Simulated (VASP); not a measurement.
Output of a VASP run:

File OSZICAR:
```
       N       E                     dE             d eps       ncg     rms          rms(c)
DAV:   1     0.374985454338E+03    0.37499E+03   -0.11027E+04  3158   0.155E+03
DAV:   2     0.832400822550E+01   -0.36666E+03   -0.36112E+03  4388   0.666E+02
DAV:   3    -0.140658410880E+02   -0.22390E+02   -0.21821E+02  5261   0.190E+02
DAV:   4    -0.144999015111E+02   -0.43406E+00   -0.38534E+00  4696   0.224E+01
DAV:   5    -0.145066290597E+02   -0.67275E-02   -0.67265E-02  5277   0.283E+00    0.899E+00
DAV:   6    -0.133344765775E+02    0.11722E+01   -0.25977E+00  3934   0.219E+01    0.279E+00
DAV:   7    -0.131686474981E+02    0.16583E+00   -0.67943E-01  4053   0.103E+01    0.764E-01
DAV:   8    -0.131574471851E+02    0.11200E-01   -0.21048E-02  4344   0.217E+00    0.211E-01
DAV:   9    -0.131566125334E+02    0.83465E-03   -0.43889E-03  4242   0.844E-01    0.160E-02
DAV:  10    -0.131566235051E+02   -0.10972E-04   -0.66773E-05  5319   0.130E-01    0.660E-03
DAV:  11    -0.131566208767E+02    0.26284E-05   -0.20256E-06  3061   0.235E-02    0.147E-03
DAV:  12    -0.131566219420E+02   -0.10653E-05   -0.29682E-07  2142   0.120E-02    0.867E-04
DAV:  13    -0.131566218058E+02    0.13620E-06   -0.10500E-07  1974   0.706E-03
   1 F= -.10425773E+02 E0= -.10425619E+02  d E =-.104258E+02
       N       E                     dE             d eps       ncg     rms          rms(c)
DAV:   1    -0.149155903420E+02   -0.17590E+01   -0.59977E+01  3150   0.120E+02    0.109E+01
DAV:   2    -0.131490297501E+02    0.17666E+01   -0.47229E+00  4407   0.334E+01    0.327E+00
DAV:   3    -0.129238461233E+02    0.22518E+00   -0.92154E-01  3899   0.133E+01    0.167E+00
DAV:   4    -0.129201244119E+02    0.37217E-02   -0.29093E-02  4094   0.261E+00    0.262E-01
DAV:   5    -0.129194731547E+02    0.65126E-03   -0.50310E-03  4854   0.103E+00    0.364E-02
DAV:   6    -0.129194679205E+02    0.52342E-05   -0.11806E-04  4927   0.181E-01    0.128E-02
DAV:   7    -0.129194687303E+02   -0.80979E-06   -0.39014E-06  4042   0.292E-02
   2 F= -.10451542E+02 E0= -.10451753E+02  d E =-.257694E-01
       N       E                     dE             d eps       ncg     rms          rms(c)
DAV:   1    -0.133380324676E+02   -0.41856E+00   -0.93767E+00  3150   0.485E+01    0.403E+00
DAV:   2    -0.130644804133E+02    0.27355E+00   -0.82897E-01  4709   0.143E+01    0.119E+00
DAV:   3    -0.130359276336E+02    0.28553E-01   -0.13001E-01  3944   0.486E+00    0.525E-01
DAV:   4    -0.130354577184E+02    0.46992E-03   -0.53296E-03  4221   0.109E+00    0.957E-02
DAV:   5    -0.130353357840E+02    0.12193E-03   -0.99696E-04  4596   0.469E-01    0.187E-02
DAV:   6    -0.130353358571E+02   -0.73138E-07   -0.30776E-05  5160   0.959E-02    0.394E-03
DAV:   7    -0.130353360737E+02   -0.21664E-06   -0.52233E-07  2111   0.120E-02
   3 F= -.10468935E+02 E0= -.10468910E+02  d E =-.431625E-01
```

File OUTCAR:
```
------------------------ aborting loop because EDIFF is reached ----------------------------------------
  FORCE on cell =-STRESS in cart. coord.  units (eV):
  Direction    XX          YY          ZZ          XY          YZ          ZX
  --------------------------------------------------------------------------------------
  Total        2.5682231      2.5682229      2.5331238      0.0000000      0.0000000      0.0000000
  in kB      100.0710048    100.0709978     98.7033569      0.0000000      0.0000000      0.0000000
  external PRESSURE =      -0.3848802 kB  Pullay stress =     100.0000000 kB
  volume of cell :       41.12
      direct lattice vectors                 reciprocal lattice vectors
     1.567791697 -2.715494781  0.000000000     0.318919918 -0.184128507  0.000000000
     1.567791697  2.715494781  0.000000000     0.318919918  0.184128507 -0.000000000
     0.000000000  0.000000000  4.829117181     0.000000000  0.000000000  0.207077187
 POSITION                                       TOTAL-FORCE (eV/Angst)
 -----------------------------------------------------------------------------------
      1.56779      0.90517      1.20728        -0.000000     -0.000000      0.000000
      1.56779     -0.90517      3.62184         0.000000      0.000000      0.000000
 -----------------------------------------------------------------------------------
    total drift:                                0.000000      0.000647     -0.000015
  FREE ENERGIE OF THE ION-ELECTRON SYSTEM (eV)
  ---------------------------------------------------
  free  energy   TOTEN  =       -13.0353360737 eV

  energy  without entropy=      -13.0352613159  energy(sigma->0) =      -13.03531115
  enthalpy is  TOTEN    =       -10.4689352278 eV   P V=        2.5664008459

 reached required accuracy - stopping structural energy minimisation
```
(Selected blocks of OUTCAR.)

File POSCAR:
```
Sc
1
    1.6006565500    -2.7724183772     0.0000000000
    1.6006565500     2.7724183772     0.0000000000
    0.0000000000     0.0000000000     4.9297098059
Sc
2
Direct
  0.3333330000   0.6666670000   0.2500000000
  0.6666670000   0.3333330000   0.7500000000
```

### Question
Reconstruct the remaining input files.

### Answer
One answer among several that fit: the input of the run itself, PBEsol GGA, plane waves, VASP's PBE PAW potentials (set 64).

File KPOINTS:
```
Automatic mesh
0
Gamma
13 13 8
0 0 0
```

### INCAR
```
SYSTEM = Sc
PREC = Accurate; ENCUT = 500; LREAL = .FALSE.
LASPH = .TRUE.
EDIFF = 1E-6; NELM = 100; ALGO = Normal
LMAXMIX = 4
ISMEAR = 1; SIGMA = 0.1
GGA = PS
IBRION = 2; NSW = 40; ISIF = 3
EDIFFG = -0.02; PSTRESS = 100
LWAVE = .FALSE.; LCHARG = .FALSE.
```

POTCAR, in this order: Sc_sv (PBE.64 set). Program: vasp_std.

Energy and stress use the plane-wave basis of the starting cell.

The compound is Sc in the hcp structure. This run relaxes it under an external pressure of 10 GPa. Symmetry was kept, so distortions that lower it aren't found.
